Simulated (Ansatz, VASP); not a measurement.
# Ta (Ta(310)) in two plane-wave programs, part 2 of 3

One calculation is typed for both programs; each brings its own data sets. How far apart do they land? Of the first pair: The structure shown is the start of the Ansatz relaxation below; VASP solves that cell, so the two are compared at the walk's first step.

VASP 6.6.1 and Ansatz 0.2.0.

So far: Starting point; Ansatz: relaxation, PBE.

**3. VASP: single point, PBE, start cell, pair 1**

Level of this step: PBE; plane waves and PAW (Ta_pv) (VASP).

The same cell, functional, mesh and smearing now go to VASP, with its own data sets.

Lines of VASP's logs that name or quote its potential files are left out, and so is its time.

INCAR reads:

```
SYSTEM = Ta
PREC = Accurate
ENCUT = 400
EDIFF = 1E-06
NELM = 120
ISMEAR = -1
SIGMA = 0.1
LREAL = .FALSE.
ALGO = Normal
GGA = PE
NBANDS = 61
LASPH = .TRUE.
LORBIT = 11
LWAVE = .FALSE.
LCHARG = .FALSE.
ISIF = 2
LDIPOL = .TRUE.
IDIPOL = 3
DIPOL = 0.5 0.5 0.5
LVHAR = .TRUE.
GGA_COMPAT = .FALSE.
NELMDL = -8
KPAR = 2
```

POSCAR reads:

```
Ta
1.0
    3.3100000000      0.0000000000      0.0000000000
   -1.6550000000      5.2335695300      0.0000000000
    0.0000000000      0.0000000000     25.3737112441
Ta
9
Direct
    0.9000000359      0.8000000718      0.3349923832
    0.2000000404      0.4000000808      0.3762442911
    0.5000000224      0.0000000449      0.4174961991
    0.8000000269      0.6000000539      0.4587480873
    0.1000000314      0.2000000628      0.4999999952
    0.4000000359      0.8000000718      0.5412519031
    0.7000000404      0.4000000808      0.5825037914
    0.0000000224      0.0000000449      0.6237556993
    0.3000000269      0.6000000539      0.6650076072
```

KPOINTS reads:

```
Automatic mesh
0
Gamma
9 6 1
0 0 0
```

PAW data sets: Ta_pv (PBE family, release 64).

Launch:

```console
mpirun -np 2 vasp_std
```

Numbers of over 12 decimals in the logs are rounded to 6 here.

Log:

```text
[banner, memory and clock lines left out]
running    2 mpi-ranks, on    1 nodes
 distrk:  each k-point on    1 cores,    2 groups
 distr:  one band on    1 cores,    1 groups

 POSCAR found type information on POSCAR Ta
 POSCAR found :  1 types and       9 ions
 LDA part: xc-table for (Slater+PW92), standard interpolation
|                                                                             |
|           W    W    AA    RRRRR   N    N  II  N    N   GGGG   !!!           |
|           W    W   A  A   R    R  NN   N  II  NN   N  G    G  !!!           |
|           W    W  A    A  R    R  N N  N  II  N N  N  G       !!!           |
|           W WW W  AAAAAA  RRRRR   N  N N  II  N  N N  G  GGG   !            |
|           WW  WW  A    A  R   R   N   NN  II  N   NN  G    G                |
|           W    W  A    A  R    R  N    N  II  N    N   GGGG   !!!           |
|                                                                             |
|     Your reciprocal lattice and k-lattice belong to different lattice       |
|     classes:                                                                |
|                                                                             |
|        The reciprocal lattice is base centered orthorhombic,                |
|        whereas your k-lattice is simple monoclinic.                         |
|                                                                             |
|     Results are often still useful ...                                      |
|                                                                             |

 POSCAR, INCAR and KPOINTS ok, starting setup
 FFT: planning ... GRIDC
 FFT: planning ... GRID_SOFT
 FFT: planning ... GRID
 WAVECAR not read
 entering main loop
       N       E                     dE             d eps       ncg     rms          rms(c)
DAV:   1     0.727782511380E+03    0.72778E+03   -0.50343E+04  4092   0.117E+03
DAV:   2    -0.733429656987E+02   -0.80113E+03   -0.78281E+03  3691   0.351E+02
DAV:   3    -0.109395110139E+03   -0.36052E+02   -0.34593E+02  3996   0.639E+01
DAV:   4    -0.111246887259E+03   -0.18518E+01   -0.18162E+01  4448   0.120E+01
DAV:   5    -0.111304385879E+03   -0.57499E-01   -0.57077E-01  4368   0.192E+00
DAV:   6    -0.111306922521E+03   -0.25366E-02   -0.25281E-02  4504   0.347E-01
DAV:   7    -0.111307056563E+03   -0.13404E-03   -0.13377E-03  4344   0.668E-02
DAV:   8    -0.111307066683E+03   -0.10120E-04   -0.10107E-04  3872   0.143E-02    0.375E+01
DAV:   9    -0.123052864183E+03   -0.11746E+02   -0.14314E+02  4521   0.481E+01    0.250E+01
DAV:  10    -0.115244551474E+03    0.78083E+01   -0.28662E+02  4658   0.445E+01    0.213E+01
DAV:  11    -0.105963826717E+03    0.92807E+01   -0.70641E+01  4232   0.233E+01    0.103E+01
DAV:  12    -0.102248290492E+03    0.37155E+01   -0.10988E+01  4200   0.109E+01    0.624E+00
DAV:  13    -0.101181928344E+03    0.10664E+01   -0.17642E+00  4416   0.594E+00    0.415E+00
DAV:  14    -0.100833248893E+03    0.34868E+00   -0.46080E-01  4584   0.302E+00    0.297E+00
[...]
DAV:  25    -0.100508748133E+03   -0.64155E-04   -0.73287E-06  2907   0.730E-03    0.340E-03
DAV:  26    -0.100508756361E+03   -0.82284E-05   -0.12185E-06  2507   0.375E-03    0.202E-03
DAV:  27    -0.100508766701E+03   -0.10340E-04   -0.19029E-06  2531   0.304E-03    0.670E-04
DAV:  28    -0.100508772341E+03   -0.56403E-05   -0.34850E-07  2328   0.152E-03    0.388E-04
DAV:  29    -0.100508777481E+03   -0.51403E-05   -0.44430E-07  2363   0.823E-04    0.444E-04
DAV:  30    -0.100508782370E+03   -0.48884E-05   -0.14781E-07  2219   0.105E-03    0.394E-04
DAV:  31    -0.100508785050E+03   -0.26807E-05   -0.77375E-08  2099   0.482E-04    0.152E-04
DAV:  32    -0.100508785678E+03   -0.62757E-06   -0.28511E-08  1974   0.406E-04
   1 F= -.10050879E+03 E0= -.10031045E+03  d E =-.396671E+00
```

OUTCAR, selected parts (step 3):

```text
ion  position               nearest neighbor table
   1  0.900  0.800  0.335-   2 2.87   2 2.87   3 2.87   3 2.87   4 3.31   2 3.31
   2  0.200  0.400  0.376-   4 2.87   4 2.87   1 2.87   1 2.87   3 2.87   3 2.87   5 3.31   3 3.31
                             1 3.31
   3  0.500  0.000  0.417-   5 2.87   5 2.87   4 2.87   4 2.87   1 2.87   1 2.87   2 2.87   2 2.87
                             6 3.31   2 3.31   4 3.31
   4  0.800  0.600  0.459-   2 2.87   2 2.87   3 2.87   3 2.87   5 2.87   5 2.87   6 2.87   6 2.87
                             7 3.31   1 3.31   3 3.31   5 3.31
   5  0.100  0.200  0.500-   3 2.87   3 2.87   7 2.87   7 2.87   6 2.87   6 2.87   4 2.87   4 2.87
                             8 3.31   2 3.31   4 3.31   6 3.31
   6  0.400  0.800  0.541-   8 2.87   8 2.87   7 2.87   7 2.87   5 2.87   5 2.87   4 2.87   4 2.87
                             3 3.31   9 3.31   7 3.31   5 3.31
   7  0.700  0.400  0.583-   5 2.87   5 2.87   6 2.87   6 2.87   9 2.87   9 2.87   8 2.87   8 2.87
                             4 3.31   8 3.31   6 3.31
   8  0.000  0.000  0.624-   6 2.87   6 2.87   9 2.87   9 2.87   7 2.87   7 2.87   5 3.31   7 3.31
                             9 3.31
   9  0.300  0.600  0.665-   8 2.87   8 2.87   7 2.87   7 2.87   6 3.31   8 3.31

  LATTYP: Found a base centered orthorhombic cell.
 ALAT       =     3.3100000000
 B/A-ratio  =     3.1622776616
 C/A-ratio  =     7.6657737898

 Subroutine GETGRP returns: Found  4 space group operations
 (whereof  2 operations were pure point group operations)

The static configuration has the point symmetry C_1h.
 The point group associated with its full space group is C_2h.

 Found     26 irreducible k-points:

   k-points           NKPTS =     26   k-points in BZ     NKDIM =     26   number of bands    NBANDS=     61

   dimension x,y,z NGX =    24 NGY =   36 NGZ =  168
   dimension x,y,z NGXF=    48 NGYF=   72 NGZF=  336

   ENCUT  =  400.0 eV  29.40 Ry    5.42 a.u.   5.40  8.95 41.38*2*pi/ulx,y,z

   NELECT =      99.0000    total number of electrons

 k-points in reciprocal lattice and weights: Automatic mesh
   0.00000000  0.00000000  0.00000000       0.019
   0.11111111 -0.00000000  0.00000000       0.037
   0.22222222  0.00000000  0.00000000       0.037
   0.33333333 -0.00000000  0.00000000       0.074
   0.44444444  0.00000000  0.00000000       0.037
   0.00000000  0.16666667  0.00000000       0.037
   0.11111111  0.16666667  0.00000000       0.037
   0.22222222  0.16666667  0.00000000       0.037
   0.33333333  0.16666667  0.00000000       0.074
[...]
0.22222222  0.50000000  0.00000000       0.037
   0.44444444  0.50000000  0.00000000       0.037

 dipolmoment           0.000000      0.000000      0.000009 electrons x Angstroem

 average (electrostatic) potential at core
       1 -43.1585       2 -42.7004       3 -42.2246       4 -42.2352       5 -42.1921
       6 -42.2351       7 -42.2245       8 -42.7004       9 -43.1585

 E-fermi :  -0.1679

 k-point     1 :       0.0000    0.0000    0.0000
  band No.  band energies     occupation
    ...
     44      -0.2483      1.38194
     45      -0.2451      1.36795
     46      -0.1884      1.10205
     47      -0.1605      0.96313
     48      -0.0612      0.51186
     49       0.2470      0.03108
     50       0.2925      0.01984
     51       0.3016      0.01811
     52       0.3978      0.00696
     53       0.7411      0.00023
    ...

 k-point     2 :       0.1111   -0.0000    0.0000
  band No.  band energies     occupation
    ...
     44      -0.9014      1.99870
     45      -0.5000      1.93030
     46      -0.4533      1.89108
     47      -0.2318      1.30917
     48      -0.1430      0.87614
     49      -0.0473      0.46087
     50       0.1767      0.06179
     51       0.3189      0.01527
     52       0.3350      0.01300
     53       0.4793      0.00309
    ...

 k-point     3 :       0.2222    0.0000    0.0000
  band No.  band energies     occupation
    ...
     47      -0.6797      1.98810
     48      -0.6072      1.97558
     49      -0.3791      1.78410
     50      -0.3272      1.66200
     51      -0.1818      1.06956
     52      -0.0333      0.41296
     53       0.2058      0.04654
     54       0.5328      0.00181
     55       0.9173      0.00004
     56       1.0338      0.00001
    ...

  Total       -9.8788407     -7.8158715     -5.8687745      0.0000000     -1.0706160      0.0000000
  in kB      -36.0086285    -28.4890528    -21.3918341      0.0000000     -3.9024229      0.0000000
  external PRESSURE =     -28.6298384 kB  Pullay stress =       0.0000000 kB

  energy-cutoff  :      400.00
  volume of cell :      439.55
      direct lattice vectors                 reciprocal lattice vectors
     3.310000000  0.000000000  0.000000000     0.302114804  0.095537089  0.000000000
    -1.655000000  5.233569530  0.000000000     0.000000000  0.191074179  0.000000000
     0.000000000  0.000000000 25.373711244     0.000000000  0.000000000  0.039410869

 POSITION                                       TOTAL-FORCE (eV/Angst)
 -----------------------------------------------------------------------------------
      1.65500      4.18686      8.50000         0.000000     -0.012874      1.731809
      0.00000      2.09343      9.54671         0.000000      0.547069     -0.549946
      1.65500      0.00000     10.59343        -0.000000     -0.597022     -0.942218
      1.65500      3.14014     11.64014         0.000000      0.116546     -0.637983
      0.00000      1.04671     12.68686         0.000000      0.000000     -0.000000
      0.00000      4.18686     13.73357        -0.000000     -0.116546      0.637983
      1.65500      2.09343     14.78028        -0.000000      0.597022      0.942218
     -0.00000      0.00000     15.82700        -0.000000     -0.547069      0.549946
     -0.00000      3.14014     16.87371        -0.000000      0.012874     -1.731809
 -----------------------------------------------------------------------------------
    total drift:                                0.000004     -0.000001      0.001229

  FREE ENERGIE OF THE ION-ELECTRON SYSTEM (eV)
  ---------------------------------------------------
  free  energy   TOTEN  =      -100.5087856779 eV

  energy  without entropy=     -100.1121149802  energy(sigma->0) =     -100.31045033

 vacuum level on the upper side and lower side of the slab         3.598         3.598

 total charge
# of ion       s       p       d       tot
------------------------------------------
    1        0.384   6.040   2.303   8.727
    2        0.367   6.124   2.301   8.793
    3        0.372   6.165   2.376   8.913
    4        0.368   6.176   2.363   8.907
    5        0.368   6.172   2.374   8.915
    6        0.368   6.176   2.363   8.907
    7        0.372   6.165   2.376   8.913
    8        0.367   6.124   2.301   8.793
    9        0.384   6.040   2.303   8.727
--------------------------------------------------
tot          3.350  55.181  21.061  79.592

[... 3 further parts left out ...]
```

This run has no spin polarisation. Its electron count is odd, so without a moment it is a metal by construction.

**4. Comparison**

Known differences besides the potentials themselves: the data sets hold 117 valence electrons in Ansatz (on its default PAW (the set named soft_2) files) and 99 in VASP; the cutoff is 420 eV in Ansatz and 400 eV in VASP. Total energies have different zeros and are not compared.

Forces (eV/Å; atoms numbered as in POSCAR):

| atom | Ansatz x, y, z | VASP x, y, z |
| --- | --- | --- |
| Ta1 | -0.001, -0.011, 1.732 | 0.000, -0.013, 1.732 |
| Ta2 | 0.001, 0.540, -0.547 | 0.000, 0.547, -0.550 |
| Ta3 | 0.000, -0.594, -0.933 | 0.000, -0.597, -0.942 |
| Ta4 | 0.000, 0.119, -0.631 | 0.000, 0.117, -0.638 |
| Ta5 | 0.000, 0.000, 0.000 | 0.000, 0.000, 0.000 |
| Ta6 | 0.000, -0.119, 0.631 | 0.000, -0.117, 0.638 |
| Ta7 | 0.000, 0.594, 0.933 | 0.000, 0.597, 0.942 |
| Ta8 | -0.001, -0.540, 0.547 | 0.000, -0.547, 0.550 |
| Ta9 | 0.001, 0.011, -1.732 | 0.000, 0.013, -1.732 |

The forces differ by 3.9 meV/Å r.m.s., which is 0.6 % of the r.m.s. force of 0.625 eV/Å (both taken over all components). With vacuum in the cell, a pressure given here is an average over mostly empty space and none of the material.

**5. Ansatz: relaxation, PBE**

This run makes the geometry at which the two programs are then compared.

The structure compared here is the end of the Ansatz relaxation.

input.yaml reads:

```yaml
crystal:
  lattice:
    - [3.31, 0.0, 0.0]
    - [-1.655, 5.23356953, 0.0]
    - [0.0, 0.0, 25.3737112441]
  atoms:
    - { symbol: Ta, position: [0.9, 0.8, 0.3349923832] }
    - { symbol: Ta, position: [0.2, 0.4, 0.3762442874] }
    - { symbol: Ta, position: [0.5, 0.0, 0.4174961916] }
    - { symbol: Ta, position: [0.8, 0.6, 0.4587480958] }
    - { symbol: Ta, position: [0.1, 0.2, 0.5] }
    - { symbol: Ta, position: [0.4, 0.8, 0.5412519042] }
    - { symbol: Ta, position: [0.7, 0.4, 0.5825038084] }
    - { symbol: Ta, position: [0.0, 0.0, 0.6237557126] }
    - { symbol: Ta, position: [0.3, 0.6, 0.6650076168] }
kpoints:
  mp_grid: { grid: [9, 6, 1] }
hamiltonian:
  xc: pbe
scf:
  occupations: { method: fermi_dirac, width: 0.1 }
  convergence: { dr2_threshold: 1.0e-08 }
efield:
  axis: 3
  dipole_correction: true
  ramp_position: 0.97
  ramp_width: 0.06
relax:
  f_tol: 0.015
  max_steps: 90
  constraints: [{ sites: [0, 1, 2] }]
output:
  write_potential: true
  write_density: true
  volumetric_format: npy
```

Launch:

```console
ansatz run input.yaml --threads 4 --pin off --max-ram 6144MiB --backend cpu --events-out ev --progress --plain --runs-dir out
```

Log:

```text
[...]
Crystal: 9 atoms, lattice volume = 439.552 Å³
Basis set: ecut = 420 eV, 8629 PW (Γ), exchange–correlation on 48×80×360 points (8 copies of the dense FFT grid, shifted against one another)
Bands: 71, of which v1, the nominal top of the filled ones, is band 59 counted from 1 (58 counted from 0)
Symmetry: 1 space group operations
[...]
- { symbol: Ta, position: [0.5, 0.0, 0.417496] }
    - { symbol: Ta, position: [0.801038, 0.602089, 0.456392] }
    - { symbol: Ta, position: [0.100417, 0.200864, 0.499157] }
    - { symbol: Ta, position: [0.398997, 0.797973, 0.543070] }
    - { symbol: Ta, position: [0.697952, 0.396000, 0.582543] }
    - { symbol: Ta, position: [-0.00961809, -0.019135, 0.624993] }
    - { symbol: Ta, position: [0.289168, 0.578367, 0.656794] }
[key lines of the parts left out:]
SCF converged after 7 iterations
Free energy (F): -89384.688537 eV
Fermi energy:    4.666925 eV
Dipole field:    D = -0.003503 V/Å  (p = -0.008510 e·Å, saw-weighted, corrected)
Work function:   Φ+ = 3.8419 eV   Φ− = 3.7530 eV
```

**6. VASP: single point, PBE, relaxed cell, pair 2**

The same cell, functional, mesh and smearing now go to VASP, with its own data sets.

INCAR, as its differences from that of step 3:

```diff
@@ -18,3 +18,3 @@
 IDIPOL = 3
-DIPOL = 0.5 0.5 0.5
+DIPOL = 0.5 0.5 0.499
 LVHAR = .TRUE.
```

POSCAR reads:

```
Ta
1.0
    3.3100000000      0.0000000000      0.0000000000
   -1.6550000000      5.2335695300      0.0000000000
    0.0000000000      0.0000000000     25.3737112441
Ta
9
Direct
    0.9000000000      0.8000000000      0.3349923832
    0.2000000000      0.4000000000      0.3762442874
    0.5000000000      0.0000000000      0.4174961916
    0.8010443346      0.6020886691      0.4563917457
    0.1004320062      0.2008640124      0.4991570292
    0.3989867032      0.7979734065      0.5430701191
    0.6980000218      0.3960000436      0.5825427255
    0.9904322928      0.9808645856      0.6249926470
    0.2891834722      0.5783669445      0.6567944296
```

KPOINTS is that of step 3.

Launch:

```console
mpirun -np 2 vasp_std
```

Log:

```text
[banner, memory and clock lines left out]
running    2 mpi-ranks, on    1 nodes
[...]
LDA part: xc-table for (Slater+PW92), standard interpolation
 [... a notice as in an earlier step ...]

 POSCAR, INCAR and KPOINTS ok, starting setup
[...]
entering main loop
       N       E                     dE             d eps       ncg     rms          rms(c)
DAV:   1     0.731155624968E+03    0.73116E+03   -0.50429E+04  4100   0.117E+03
DAV:   2    -0.730672126974E+02   -0.80422E+03   -0.78626E+03  3710   0.351E+02
DAV:   3    -0.108947200281E+03   -0.35880E+02   -0.34386E+02  3958   0.640E+01
DAV:   4    -0.110842501850E+03   -0.18953E+01   -0.18597E+01  4464   0.122E+01
[...]
DAV:  36    -0.100776504692E+03   -0.32022E-05   -0.82412E-08  2111   0.653E-04    0.155E-04
DAV:  37    -0.100776505925E+03   -0.12322E-05   -0.57211E-08  2045   0.387E-04    0.861E-05
DAV:  38    -0.100776506248E+03   -0.32363E-06   -0.21443E-08  1911   0.301E-04
   1 F= -.10077651E+03 E0= -.10059480E+03  d E =-.363418E+00
```

From OUTCAR (step 6):

```text
  Total       -6.7219045     -5.7977395     -2.8790648      0.0000000     -0.6190550      0.0000000
  in kB      -24.5015149    -21.1329098    -10.4942651      0.0000000     -2.2564713      0.0000000
  external PRESSURE =     -18.7095633 kB  Pullay stress =       0.0000000 kB

 POSITION                                       TOTAL-FORCE (eV/Angst)
 -----------------------------------------------------------------------------------
      1.65500      4.18686      8.50000        -0.000000      0.043114      1.696557
      0.00000      2.09343      9.54671         0.000000      0.509047     -0.663058
      1.65500      0.00000     10.59343        -0.000000     -0.547246     -1.042690
      1.65500      3.15107     11.58035         0.000000     -0.006497     -0.004682
      0.00000      1.05124     12.66547        -0.000000     -0.003346     -0.004698
     -0.00000      4.17625     13.77970        -0.000000      0.002179      0.005148
      1.65500      2.07249     14.78127        -0.000000      0.000237     -0.000742
      1.65500      5.13342     15.85838         0.000000      0.006114      0.004299
     -0.00000      3.02692     16.66531        -0.000000     -0.003602      0.009866
 -----------------------------------------------------------------------------------
    total drift:                               -0.000006      0.000517     -0.000304

  FREE ENERGIE OF THE ION-ELECTRON SYSTEM (eV)
  ---------------------------------------------------
  free  energy   TOTEN  =      -100.7765062482 eV

  energy  without entropy=     -100.4130880390  energy(sigma->0) =     -100.59479714

[... 2 parts as in an earlier step ...]

[... 1 further part left out ...]
[key lines of the parts left out:]
E-fermi :  -0.1864
```

**7. Differences**

What differs besides the data sets and the points named for the pairs above, as far as they apply: the data sets hold 117 valence electrons in Ansatz (on its default PAW (the set named soft_2) files) and 99 in VASP. Total energies have different zeros and are not compared.

The two programs side by side:

| quantity | Ansatz | VASP | difference |
| --- | --- | --- | --- |
| work function, lower of the two faces (eV) | 3.75 | 3.75 | 0.00 |
| work function, higher of the two faces (eV) | 3.84 | 3.84 | 0.00 |

Forces (eV/Å; atoms numbered as in POSCAR):

| atom | Ansatz x, y, z | VASP x, y, z |
| --- | --- | --- |
| Ta1 | 0.000, 0.046, 1.698 | 0.000, 0.043, 1.697 |
| Ta2 | 0.000, 0.502, -0.660 | 0.000, 0.509, -0.663 |
| Ta3 | 0.000, -0.545, -1.035 | 0.000, -0.547, -1.043 |
| Ta4 | 0.000, -0.003, 0.001 | 0.000, -0.006, -0.005 |
| Ta5 | 0.000, -0.002, -0.002 | 0.000, -0.003, -0.005 |
| Ta6 | 0.000, -0.001, -0.002 | 0.000, 0.002, 0.005 |
| Ta7 | 0.000, 0.000, -0.003 | 0.000, 0.000, -0.001 |
| Ta8 | 0.000, 0.011, 0.003 | 0.000, 0.006, 0.004 |
| Ta9 | 0.000, -0.007, 0.000 | 0.000, -0.004, 0.010 |

The forces differ by 3.8 meV/Å r.m.s., which is 0.9 % of the r.m.s. force of 0.429 eV/Å (both taken over all components). With vacuum in the cell, a pressure given here is an average over mostly empty space and none of the material.

(Part 2 of 3 ends here.)

[Lines on the potential files, build, host, timing and source positions are cut from VASP's logs without a mark.]

[Logs are printed without paths, hosts, clocks, repeated set-up lines and the standing remarks that a program may print on its own settings, such as how far it seeks lower states.]

[Hosts, paths, dates, database ids (printed as entryN), source tags and the programs' standing remarks are cut or masked in the printed files.]
